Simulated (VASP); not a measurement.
# MoRu (P-6m2) in VASP: further runs

The runs below take MoRu through single point, with LDA.

Everything below comes from runs of VASP 6.6.1. Logs are shortened: lines on timing, memory, paths and dates and some standing lists are left out, and cuts for length are marked.

**1. The cell of the first run**

The structure is hexagonal, space group P-6m2 (No. 187). The conventional cell has a = 2.861 Å, b = 2.861 Å, c = 4.464 Å, α = 90.00°, β = 90.00°, γ = 120.00°. Around Mo (site symmetry -6m2) lie 6 Ru at 2.78 Å and 6 Mo at 2.86 Å. Ru (site symmetry -6m2) has 6 Mo at 2.78 Å and 6 Ru at 2.86 Å as nearest neighbours.

The cell comes from a database or a generator and needn't be the stable form of this composition.

**2. Single point, LDA (strain +0.030 along x and y, +0.000 along z, atoms carried along)**

INCAR reads:

```
ALGO = Fast ; EDIFF = 1E-7
ENCUT = 520 ; GGA = CA
ISIF = 2 ; ISMEAR = 0
LASPH = T ; LCHARG = F
LREAL = F ; LWAVE = F
NBANDS = 21 ; NELM = 100
PREC = Accurate ; SIGMA = 0.15
```

KPOINTS reads:

```
k-points
0
Gamma
  21 21 12
```

POSCAR reads:

```
MoRu
1.0
    2.8607372399      0.0000000000      0.0000000000
   -1.4303686199      2.4774711233      0.0000000000
    0.0000000000      0.0000000000      4.4637070000
Mo Ru
1 1
Direct
    0.6666666667      0.3333333333      0.0000000000
    0.3333333333      0.6666666667      0.5000000000
```

Potentials or basis: VASP PAW LDA potentials, release 64 (Mo_sv, Ru_pv).

The run is started by

```console
$ cat potpaw_LDA.64/Mo_sv/POTCAR potpaw_LDA.64/Ru_pv/POTCAR > POTCAR
$ mpirun -np 1 vasp_std > vasp.out
```

OUTCAR:

```text
EDIFF = 1E-7
   ENCUT = 520
   GGA = CA
   ISIF = 2
   ISMEAR = 0
   LASPH = T
   LREAL = F
   NELM = 100
   PREC = Accurate

 ion  position               nearest neighbor table
   1  0.667  0.333  0.000-   2 2.78   2 2.78   2 2.78   2 2.78   2 2.78   2 2.78
   2  0.333  0.667  0.500-   1 2.78   1 2.78   1 2.78   1 2.78   1 2.78   1 2.78

  LATTYP: Found a hexagonal cell.
 ALAT       =     2.8607372399
 C/A-ratio  =     1.5603344962

  Lattice vectors:

 A1 = (   2.8607372399,   0.0000000000,   0.0000000000)
 A2 = (  -1.4303686199,   2.4774711233,   0.0000000000)
 A3 = (   0.0000000000,   0.0000000000,   4.4637070000)

Analysis of symmetry for initial positions (statically):
=====================================================================
 Subroutine PRICEL returns:
 Original cell was already a primitive cell.

 Routine SETGRP: Setting up the symmetry group for a
 hexagonal supercell.

 Subroutine GETGRP returns: Found 12 space group operations
 (whereof 12 operations were pure point group operations)
 out of a pool of 24 trial point group operations.

The static configuration has the point symmetry D_3h.

Analysis of symmetry for dynamics (positions and initial velocities):
=====================================================================
 Subroutine PRICEL returns:
 Original cell was already a primitive cell.

 Routine SETGRP: Setting up the symmetry group for a
 hexagonal supercell.

 Subroutine GETGRP returns: Found 12 space group operations
 (whereof 12 operations were pure point group operations)
 out of a pool of 24 trial point group operations.

The dynamic configuration has the point symmetry D_3h.

 Subroutine INISYM returns: Found 12 space group operations
 (whereof 12 operations are pure point group operations),
 and found     1 'primitive' translations

----------------------------------------------------------------------------------------

                                     Primitive cell

  volume of cell :      31.6360

  direct lattice vectors                    reciprocal lattice vectors
     2.860737240  0.000000000  0.000000000     0.349560241  0.201818699  0.000000000
    -1.430368620  2.477471123  0.000000000     0.000000000  0.403637399  0.000000000
     0.000000000  0.000000000  4.463707000     0.000000000  0.000000000  0.224029041

  length of vectors
     2.860737240  2.860737240  4.463707000     0.403637399  0.403637399  0.224029041

  position of ions in fractional coordinates (direct lattice)
     0.666666667  0.333333333  0.000000000
     0.333333333  0.666666667  0.500000000

  ion indices of the primitive-cell ions
   primitive index   ion index
                 1           1
                 2           2

----------------------------------------------------------------------------------------

 KPOINTS: k-points

Automatic generation of k-mesh.
 Grid dimensions read from file:
 generate k-points for:   21   21   12

 Generating k-lattice:

  Cartesian coordinates                     Fractional coordinates (reciprocal lattice)
     0.016645726  0.009610414  0.000000000     0.047619048  0.000000000  0.000000000
     0.000000000  0.019220829  0.000000000     0.000000000  0.047619048  0.000000000
     0.000000000  0.000000000  0.018669087     0.000000000  0.000000000  0.083333333

  Length of vectors
     0.019220829  0.019220829  0.018669087

  Shift w.r.t. Gamma in fractional coordinates (k-lattice)
     0.000000000  0.000000000  0.000000000

 Subroutine IBZKPT returns following result:
 ===========================================

 Found    336 irreducible k-points:

 Following reciprocal coordinates:
            Coordinates               Weight
  0.000000  0.000000  0.000000      1.000000
  0.047619 -0.000000  0.000000      6.000000
  0.095238 -0.000000  0.000000      6.000000
  0.142857 -0.000000  0.000000      6.000000
  0.190476 -0.000000  0.000000      6.000000
  0.238095 -0.000000  0.000000      6.000000
[... 16 lines left out ...]
  0.142857  0.095238  0.000000     12.000000
  0.190476  0.095238  0.000000     12.000000
 [... further k-points ...]
   k-points           NKPTS =    336   k-points in BZ     NKDIM =    336   number of bands    NBANDS=     21
   number of dos      NEDOS =    301   number of ions     NIONS =      2
   total plane-waves  NPLWV =  20736
   dimension x,y,z NGX =    24 NGY =   24 NGZ =   36
   dimension x,y,z NGXF=    48 NGYF=   48 NGZF=   72
   ions per type =               1   1
   NGX,Y,Z   is equivalent  to a cutoff of  13.95, 13.95, 13.41 a.u.
   NGXF,Y,Z  is equivalent  to a cutoff of  27.89, 27.89, 26.82 a.u.
 SYSTEM =  unknown system
   PREC   = accura    normal or accurate (medium, high low for compatibility)
   ISTART =      0    job   : 0-new  1-cont  2-samecut
   ICHARG =      2    charge: 1-file 2-atom 10-const
   ISPIN  =      1    spin polarized calculation?
   LNONCOLLINEAR =      F non collinear calculations
   LSORBIT =      F    spin-orbit coupling
   LASPH  =      T    aspherical Exc in radial PAW
   ENCUT  =  520.0 eV  38.22 Ry    6.18 a.u.   5.32  5.32  8.30*2*pi/ulx,y,z
   NELM   =    100;   NELMIN=  2; NELMDL= -5     # of ELM steps
   EDIFF  = 0.1E-06   stopping-criterion for ELM
   LREAL  =      F    real-space projection
   EDIFFG = 0.1E-05   stopping-criterion for IOM
   NSW    =      0    number of steps for IOM
   IBRION =     -1    ionic relax: 0-MD 1-quasi-New 2-CG
   NFREE  =      0    steps in history (QN), initial steepest desc. (CG)
   ISIF   =      2    stress and relaxation
   ISYM   =      2    0-nonsym 1-usesym 2-fastsym
   POTIM  = 0.5000    time-step for ionic-motion
   TEBEG  =    0.0;   TEEND  =   0.0 temperature during run
   PSTRESS=    0.0 pullay stress
   NELECT =      28.0000    total number of electrons
   NUPDOWN=      -1.0000    fix difference up-down
   EMIN   =  10.00;   EMAX   =-10.00  energy-range for DOS
   EFERMI =   0.00;   METHOD = LEGACY
   ISMEAR =     0;   SIGMA  =   0.15  broadening in eV -4-tet -1-fermi 0-gaus
   EFERMI_NEDOS =   21; number of points for ismear=-14 and -15
   IALGO  =     68    algorithm
   IMIX   =      4    mixing-type and parameters
     AMIX     =   0.40;   BMIX     =  1.00
     AMIX_MAG =   1.60;   BMIX_MAG =  1.00
  volume/ion in A,a.u.               =      15.82       106.75
  Fermi-wavevector in a.u.,A,eV,Ry     =   1.571810  2.970291 33.614379  2.470587
  Thomas-Fermi vector in A             =   2.673338
   LORBIT       =      0    0 simple, 1 ext, 2 COOP (PROOUT), +10 PAW based schemes
   GGA     = CA    functional components
   LHFCALC =     F    Hartree Fock is set to
   AEXX    =    0.0000 exact exchange contribution
   IVDW    =     0    specifies the selected vdW correction
   LEPSILON=     F    determine dielectric tensor
   LRPA    =     F    only Hartree local field effects (RPA)
 non-spin polarized calculation
 RMM-DIIS sequential band-by-band and
 Gauss-broadening in eV      SIGMA  =   0.15
  energy-cutoff  :      520.00
  volume of cell :       31.64
 maximum number of plane-waves:       870
 NGX is ok and might be reduce to    24
   NGX = 11   NGY = 11   NGZ = 17

 number of electron      28.0000000 magnetization

 Free energy of the ion-electron system (eV)
  ---------------------------------------------------
  ext. energy  EPLUGINS =         0.00000000
  ---------------------------------------------------
  free energy    TOTEN  =       -22.36625731 eV

  energy without entropy =      -22.34222825  energy(sigma->0) =      -22.35424278

 E-fermi :  10.8860     XC(G=0): -13.4920

 val. band max:       10.8813943490   @ k =   0.3810   0.2381   0.1667
 cond. band min:      10.8877993725   @ k =   0.0952  -0.0000   0.1667
 fundamental gap:      0.0064050236
 Fermi energy:        10.8860406196

 k-point     1 :       0.0000    0.0000    0.0000
  band No.  band energies     occupation
      1     -49.5533      2.00000
      2     -31.3536      2.00000
      3     -31.1378      2.00000
      4     -31.1378      2.00000
      5     -23.8162      2.00000
      6     -23.2868      2.00000
[... 13 lines left out ...]
     20      21.1379      0.00000
     21      24.7239      0.00000

 k-point     2 :       0.0476   -0.0000    0.0000
  band No.  band energies     occupation
      1     -49.5504      2.00000
      2     -31.3518      2.00000
      3     -31.1475      2.00000
      4     -31.1401      2.00000
      5     -23.8143      2.00000
      6     -23.3079      2.00000
[... 13 lines left out ...]
     20      21.1291      0.00000
     21      24.8865      0.00000

 k-point     3 :       0.0952   -0.0000    0.0000
  band No.  band energies     occupation
      1     -49.5420      2.00000
      2     -31.3465      2.00000
      3     -31.1759      2.00000
      4     -31.1470      2.00000
      5     -23.8085      2.00000
      6     -23.3690      2.00000
[... 13 lines left out ...]
     20      21.0960      0.00000
     21      21.4890      0.00000

 k-point     4 :       0.1429   -0.0000    0.0000
  band No.  band energies     occupation
      1     -49.5287      2.00000
      2     -31.3381      2.00000
      3     -31.2201      2.00000
      4     -31.1577      2.00000
      5     -23.7994      2.00000
      6     -23.4638      2.00000
[... 13 lines left out ...]
     20      21.0320      0.00000
     21      21.4888      0.00000

 k-point     5 :       0.1905   -0.0000    0.0000
  band No.  band energies     occupation
      1     -49.5117      2.00000
      2     -31.3275      2.00000
      3     -31.2761      2.00000
      4     -31.1714      2.00000
      5     -23.7878      2.00000
      6     -23.5831      2.00000
[... 13 lines left out ...]
     20      20.9349      0.00000
     21      21.4884      0.00000

 k-point     6 :       0.2381   -0.0000    0.0000
  band No.  band energies     occupation
      1     -49.4925      2.00000
      2     -31.3387      2.00000
      3     -31.3155      2.00000
      4     -31.1867      2.00000
      5     -23.7747      2.00000
      6     -23.7156      2.00000
[... 13 lines left out ...]
     20      20.8163      0.00000
     21      21.4880      0.00000

 k-point     7 :       0.2857   -0.0000    0.0000
  band No.  band energies     occupation
      1     -49.4727      2.00000
      2     -31.4022      2.00000
      3     -31.3031      2.00000
      4     -31.2023      2.00000
      5     -23.8490      2.00000
      6     -23.7612      2.00000
[... 13 lines left out ...]
     20      20.6938      0.00000
     21      23.1935      0.00000
[... 291 lines left out ...]
      1     -49.4230      2.00000
      2     -31.5544      2.00000
      3     -31.2723      2.00000
      4     -31.2467      2.00000
      5     -24.1644      2.00000
      6     -23.7271      2.00000
[... 13 lines left out ...]
     20      21.2414      0.00000
     21      22.2430      0.00000

 k-point    21 :       0.4762    0.0476    0.0000
  band No.  band energies     occupation
      1     -49.4201      2.00000
      2     -31.5634      2.00000
      3     -31.2705      2.00000
      4     -31.2491      2.00000
      5     -24.1831      2.00000
      6     -23.7251      2.00000
[... 13 lines left out ...]
     20      21.3475      0.00000
     21      22.5518      0.00000

 k-point    22 :       0.0952    0.0952    0.0000
  band No.  band energies     occupation
      1     -49.5211      2.00000
      2     -31.3334      2.00000
      3     -31.2425      2.00000
      4     -31.1663      2.00000
      5     -23.7943      2.00000
      6     -23.5114      2.00000
[... 13 lines left out ...]
     20      20.9953      0.00000
     21      21.4885      0.00000

 k-point    23 :       0.1429    0.0952    0.0000
  band No.  band energies     occupation
      1     -49.5049      2.00000
      2     -31.3232      2.00000
      3     -31.2930      2.00000
      4     -31.1822      2.00000
      5     -23.7832      2.00000
      6     -23.6187      2.00000
[... 13 lines left out ...]
     20      20.9091      0.00000
     21      21.4882      0.00000

 k-point    24 :       0.1905    0.0952    0.0000
  band No.  band energies     occupation
      1     -49.4865      2.00000
      2     -31.3494      2.00000
      3     -31.3117      2.00000
      4     -31.2002      2.00000
      5     -23.7706      2.00000
      6     -23.7377      2.00000
[... 13 lines left out ...]
     20      20.8179      0.00000
     21      21.4880      0.00000

 [... further k-points ...]

------------------------ aborting loop because EDIFF is reached ----------------------------------------

  FORCE on cell =-STRESS in cart. coord.  units (eV):
  Direction    XX          YY          ZZ          XY          YZ          ZX
  --------------------------------------------------------------------------------------
  -------------------------------------------------------------------------------------
  Total       -5.8651228     -5.8651228     -4.7499799     -0.0000000      0.0000000      0.0000000
  in kB     -297.0335062   -297.0335062   -240.5581648     -0.0000000      0.0000000      0.0000000
  external PRESSURE =    -278.2083924 kB  Pullay stress =       0.0000000 kB

 VOLUME and BASIS-vectors are now :
 -----------------------------------------------------------------------------
  energy-cutoff  :      520.00
  volume of cell :       31.64
      direct lattice vectors                 reciprocal lattice vectors
     2.860737240  0.000000000  0.000000000     0.349560241  0.201818699  0.000000000
    -1.430368620  2.477471123  0.000000000     0.000000000  0.403637399  0.000000000
     0.000000000  0.000000000  4.463707000     0.000000000  0.000000000  0.224029041

 POSITION                                       TOTAL-FORCE (eV/Angst)
 -----------------------------------------------------------------------------------
      1.43037      0.82582      0.00000        -0.000000      0.000000      0.000000
     -0.00000      1.65165      2.23185         0.000000     -0.000000      0.000000
 -----------------------------------------------------------------------------------
    total drift:                               -0.000000      0.000000      0.000000

  FREE ENERGIE OF THE ION-ELECTRON SYSTEM (eV)
  ---------------------------------------------------
  free  energy   TOTEN  =       -22.3662573064 eV

  energy  without entropy=      -22.3422282525  energy(sigma->0) =      -22.35424278
```

Run time: 1.9 min. Hardware: 1 thread of Intel Xeon Platinum 8488C (Sapphire Rapids), shared host; peak memory 0.31 GiB.

Results:

```
Free energy            : -22.3663 eV
Pressure               : -27.8 GPa
Band gap on the k mesh : none (metal or under the smearing width)
```

Levels at points of the mesh, in eV from the Fermi level:
```tsv
k point	band 12	band 13	band 14	band 15	band 16	band 17
(0.00, 0.00, 0.00)	-1.02	-0.53	-0.53	-0.28	-0.28	1.80
(0.00, 0.00, 0.50)	-1.92	-1.33	-1.33	-1.11	1.23	1.23
```

Caveat: so large a pressure means that the cell lies far from this level's equilibrium, or that cutoff or potentials fall short.

(Part 1 of 3 ends here.)
